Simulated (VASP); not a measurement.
Input for VASP

INCAR:
```
NELM=100
SYSTEM=MgS
ALGO=Normal   # blocked Davidson
IBRION=1
PREC=Accurate
LWAVE=.FALSE.
LCHARG=.FALSE.
ISIF=2   # forces and stress, cell fixed
LREAL=.FALSE.   # projection in real space or not
ENCUT=400   # plane-wave cut-off (eV)
LMIXTAU=.TRUE.
ISMEAR=0   # Gaussian
EDIFF=1E-8
SIGMA=0.05   # width (eV)
METAGGA=R2SCAN
NSW=30   # most ionic steps
EDIFFG=-0.001   # ionic stop
LASPH=.TRUE.   # aspherical one-centre terms
```

File KPOINTS:
```
kpoints
0
G
 8 8 8
0 0 0
```

File POSCAR:
```
MgS
1
    0.0000000000     2.5957103933     2.5957103933
    2.5957103933     0.0000000000     2.5957103933
    2.5957103933     2.5957103933    -0.0000000000
Mg S
1 1
Direct
  0.0000000000   0.0000000000   1.0000000000
  0.5000000000   0.5000000000   0.5000000000
```

POTCAR, in this order: Mg S (PBE.64 set). Program: vasp_std.

Q: Translate this r2SCAN calculation to Ansatz.

A: One equivalent input (not run):
Ansatz 0.2 input:
```yaml
crystal:
  lattice:
    - [0.0000000, 2.5957104, 2.5957104]
    - [2.5957104, 0.0000000, 2.5957104]
    - [2.5957104, 2.5957104, 0.0000000]
  atoms:
    - { symbol: Mg, position: [0.0000000, 0.0000000, 1.0000000] }
    - { symbol: S, position: [0.5000000, 0.5000000, 0.5000000] }
kpoints:
  mp_grid: { grid: [8, 8, 8] }
hamiltonian:
  xc: r2scan
  pseudopotentials: { kind: paw }
scf:
  occupations: { method: gaussian, width: 0.05 }
  max_iter: 100
relax:
  max_steps: 30
  f_tol: 0.001
output: { forces: true, stress: true, eigenvalues: true }
```
Limits of the translation: each code has its own PAW files, so the cut-off isn't converted (ENCUT is set for VASP's; basis.ecutwfc is left out, and Ansatz then takes the one that its files recommend); Ansatz stops its SCF on the density residual and VASP on the energy change (EDIFF).

The compound is MgS in the rock salt structure. It was relaxed first. The start is the result of an earlier pass.
